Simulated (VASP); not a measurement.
An input for Quantum ESPRESSO's pw.x (written as the equivalent of a VASP run, and not itself run):

```
&CONTROL
  calculation = 'scf'
  pseudo_dir = './pseudo'
  outdir = './out'
  tprnfor = .true.
  tstress = .true.
/
&SYSTEM
  ibrav = 0
  nat = 6
  ntyp = 2
  ecutwfc = 84
  occupations = 'smearing'
  smearing = 'fermi-dirac'
  degauss = 0.003675
  input_dft = 'pbe'
/
&ELECTRONS
  conv_thr = 7.3e-08
  electron_maxstep = 100
/
ATOMIC_SPECIES
  Ti 47.867 Ti.upf
  O 15.999 O.upf
CELL_PARAMETERS angstrom
    -1.8712370    1.8712370    4.7565890
     1.8712370   -1.8712370    4.7565890
     1.8712370    1.8712370   -4.7565890
ATOMIC_POSITIONS crystal
  Ti   0.0000000  0.0000000  0.0000000
  Ti   0.7500000  0.2500000  0.5000000
  O    0.9571500  0.4571500  0.5000000
  O    0.2071500  0.2071500  0.0000000
  O    0.7928500  0.7928500  0.0000000
  O    0.5428500  0.0428500  0.5000000
K_POINTS automatic
  8 8 8 0 0 0
```

**Question.** Write the VASP files for the same calculation (PBE).

**Answer.** This is not unique; one that fits is 
### KPOINTS
```
Automatic mesh
0
Gamma
8 8 8
0 0 0
```

### INCAR
```
SYSTEM = TiO2
PREC = Accurate; ENCUT = 400; LREAL = F
LASPH = T
EDIFF = 1E-6; NELM = 100; ALGO = Normal
LMAXMIX = 4
ISMEAR = -1; SIGMA = 0.05
GGA = PE
ISIF = 2
LWAVE = F; LCHARG = F
```

File POSCAR:
```
TiO2
1
   -1.8712370000     1.8712370000     4.7565890000
    1.8712370000    -1.8712370000     4.7565890000
    1.8712370000     1.8712370000    -4.7565890000
Ti O
2 4
Direct
  0.0000000000   0.0000000000   0.0000000000
  0.7500000000   0.2500000000   0.5000000000
  0.9571500000   0.4571500000   0.5000000000
  0.2071500000   0.2071500000   0.0000000000
  0.7928500000   0.7928500000   0.0000000000
  0.5428500000   0.0428500000   0.5000000000
```

POTCAR, in this order: Ti_sv O (PBE.64 set). Program: vasp_std.

What does not carry over: the potentials are each code's own (VASP's PAW set, PseudoDojo norm-conserving files in pw.x), so ENCUT and ecutwfc are chosen apart and not converted; conv_thr bounds pw.x's estimated SCF error, while EDIFF bounds the energy change between steps.

The structure comes from a computed database's TiO2 entry; how it stands against other phases isn't given here. The cell was not relaxed at this level, and its volume differs by -5.9 % from the start's.
